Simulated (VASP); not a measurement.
Given:

```
MgB2
1.0
    1.56591    -2.71224     0.00000
    1.56591     2.71224     0.00000
    0.00000     0.00000     3.53924
Mg B
1 2
Cartesian
  0.00000   0.00000   0.00000
  1.56591   0.90408   1.76962
  1.56591  -0.90408   1.76962
```

Computed with AM05 GGA, VASP's PBE PAW potentials (set 64) (plane waves; VASP). Run with 520 eV cut-off, 11×11×9 Γ-centred mesh, first-order Methfessel-Paxton smearing of 0.10 eV, potentials Mg B.

Task: The ions and cell shape at fixed volume are relaxed. Predict the relaxed structure.

Result: 
```
MgB2
1.0
    1.55273    -2.68942     0.00000
    1.55273     2.68942     0.00000
    0.00000     0.00000     3.59956
Mg B
1 2
Direct
  0.00000   0.00000   0.00000
  0.33333   0.66667   0.50000
  0.66667   0.33333   0.50000
```
Space group P6/mmm (191), at a tolerance of 0.03 Å.

Task: How much energy does the relaxation gain?

Result: The energy (σ→0) changes by -3.7 meV/atom, in 3 ionic steps.

The compound is MgB2 in the AlB2 type structure. This cell is one point of a volume scan, at 1.06 of the reference volume. Symmetry was kept, so distortions that lower it aren't found.
